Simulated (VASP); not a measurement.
Computed with PBE GGA, VASP's PBE PAW potentials (set 64) (plane waves; VASP 6.6.1).

VASP ran on this input.

### POSCAR
```
ZnSe
1
    0.0000000000     2.8671467967     2.8671467967
    2.8671467967     0.0000000000     2.8671467967
    2.8671467967     2.8671467967     0.0000000000
Zn Se
1 1
Direct
  0.0000000000   0.0000000000   0.0000000000
  0.2500000000   0.2500000000   0.2500000000
```

KPOINTS:
```
K-points
0
gamma
14 14 14
0 0 0
```

INCAR:
```
ALGO=Normal
CSHIFT=0.1
EDIFF=1E-7
ENCUT=400
GGA=PE
ISMEAR=0
LASPH=.TRUE.
LCHARG=.FALSE.
LMAXMIX=4
LOPTICS=.TRUE.
LREAL=.FALSE.
LWAVE=.FALSE.
NBANDS=39
NEDOS=1001
NELM=100
PREC=Accurate
SIGMA=0.01
SYSTEM=ZnSe
```

POTCAR, in this order: Zn Se (PBE.64 set). Program: vasp_std.

Output

OUTCAR:
```
 ion  position               nearest neighbor table
   1  0.000  0.000  0.000-   2 2.48   2 2.48   2 2.48   2 2.48
   2  0.250  0.250  0.250-   1 2.48   1 2.48   1 2.48   1 2.48
  LATTYP: Found a face centered cubic cell.
 ALAT       =     5.7342935934
 Subroutine PRICEL returns:
 Original cell was already a primitive cell.
 Subroutine GETGRP returns: Found 24 space group operations
The static configuration has the point symmetry T_d .
The dynamic configuration has the point symmetry T_d .
 Subroutine INISYM returns: Found 24 space group operations
 Subroutine IBZKPT returns following result:
 Found    104 irreducible k-points:

 Following reciprocal coordinates:
            Coordinates               Weight
  0.000000  0.000000  0.000000      1.000000
  0.071429  0.000000  0.000000      8.000000
  0.142857  0.000000  0.000000      8.000000
  0.214286  0.000000  0.000000      8.000000
  0.285714  0.000000  0.000000      8.000000
  0.357143  0.000000  0.000000      8.000000
  0.428571  0.000000  0.000000      8.000000
  0.500000  0.000000  0.000000      4.000000
  0.071429  0.071429  0.000000      6.000000
...
```

**OSZICAR**
```
       N       E                     dE             d eps       ncg     rms          rms(c)
DAV:   1     0.117847041996E+03    0.11785E+03   -0.53511E+03  8703   0.432E+02
DAV:   2     0.571818475978E+01   -0.11213E+03   -0.94979E+02  8458   0.144E+02
DAV:   3    -0.615343229306E+01   -0.11872E+02   -0.11621E+02  9935   0.412E+01
DAV:   4    -0.632111493299E+01   -0.16768E+00   -0.16757E+00  9511   0.517E+00
DAV:   5    -0.632140485369E+01   -0.28992E-03   -0.28992E-03  9264   0.205E-01    0.465E+00
DAV:   6    -0.605483830069E+01    0.26657E+00   -0.14112E-01 11125   0.946E+00    0.351E+00
DAV:   7    -0.603226692029E+01    0.22571E-01   -0.45105E-02  9540   0.118E+00    0.151E+00
DAV:   8    -0.603170431412E+01    0.56261E-03   -0.26480E-03 10233   0.430E-01    0.389E-01
DAV:   9    -0.603188868673E+01   -0.18437E-03   -0.10858E-03  9327   0.114E-01    0.601E-02
DAV:  10    -0.603196035815E+01   -0.71671E-04   -0.65904E-05  9806   0.250E-02    0.243E-02
DAV:  11    -0.603197729030E+01   -0.16932E-04   -0.11450E-05  9248   0.127E-02    0.110E-02
DAV:  12    -0.603197788098E+01   -0.59068E-06   -0.62291E-07  9866   0.266E-03    0.326E-03
DAV:  13    -0.603197796982E+01   -0.88837E-07   -0.34087E-07  9204   0.205E-03
   1 F= -.60319780E+01 E0= -.60319780E+01  d E =-.659035E-19
 imaginary and real dielectric function
```

**OUTCAR**
```
------------------------ aborting loop because EDIFF is reached ----------------------------------------
  FORCE on cell =-STRESS in cart. coord.  units (eV):
  Direction    XX          YY          ZZ          XY          YZ          ZX
  --------------------------------------------------------------------------------------
  Total       -0.0173946     -0.0173946     -0.0173946      0.0000000      0.0000000     -0.0000000
  in kB       -0.5912141     -0.5912141     -0.5912141      0.0000000      0.0000000     -0.0000000
  external PRESSURE =      -0.5912141 kB  Pullay stress =       0.0000000 kB
  volume of cell :       47.14
      direct lattice vectors                 reciprocal lattice vectors
     0.000000000  2.867146797  2.867146797    -0.174389397  0.174389397  0.174389397
     2.867146797  0.000000000  2.867146797     0.174389397 -0.174389397  0.174389397
     2.867146797  2.867146797  0.000000000     0.174389397  0.174389397 -0.174389397
  FREE ENERGIE OF THE ION-ELECTRON SYSTEM (eV)
  ---------------------------------------------------
  free  energy   TOTEN  =        -6.0319779698 eV

  energy  without entropy=       -6.0319779698  energy(sigma->0) =       -6.03197797

 plasma frequency squared (from intraband transitions) (eV^2)
  --------------------------------------------------------------------------------------
       0.000      -0.000      -0.000
      -0.000       0.000       0.000
      -0.000       0.000       0.000

 plasma frequency squared (from interband transitions, int dw w eps(2)(w)) (eV^2)
  --------------------------------------------------------------------------------------
     293.571       0.000       0.000       0.000       0.000      -0.000
       0.000      -0.000     293.571       0.000       0.000       0.000
       0.000       0.000       0.000      -0.000     293.571       0.000
```
(Selected blocks of OUTCAR.)

The compound is ZnSe in the zinc blende structure. It was relaxed first.
